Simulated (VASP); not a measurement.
Input:

```yaml
crystal:
  lattice:
    - [0.00000, 2.32284, 2.32284]
    - [2.32284, 0.00000, 2.32284]
    - [2.32284, 2.32284, 0.00000]
  atoms:
    - { symbol: Zr, position: [0.00000, 0.00000, 0.00000] }
    - { symbol: C, position: [0.50000, 0.50000, 0.50000] }
```

All values below come from LDA (Ceperley-Alder, Perdew-Zunger), VASP's LDA PAW potentials (set 64) (plane waves; VASP). Settings: 520 eV cut-off, 14×14×14 Γ-centred mesh, first-order Methfessel-Paxton smearing of 0.10 eV, potentials Zr_sv C.

**Question.** Predict the energy per atom (σ→0), band gap (on the k-mesh) with the smallest direct gap where there is one.

**Answer.** 
The band gap (on the k-mesh) comes out as none (metal, semimetal or under 0.01 eV) and the energy per atom (σ→0) comes out as -10.639 eV/atom.

Total energies compare only between runs with the same potentials, cut-off and functional.

The compound is ZrC in the rock salt structure. It was relaxed first.
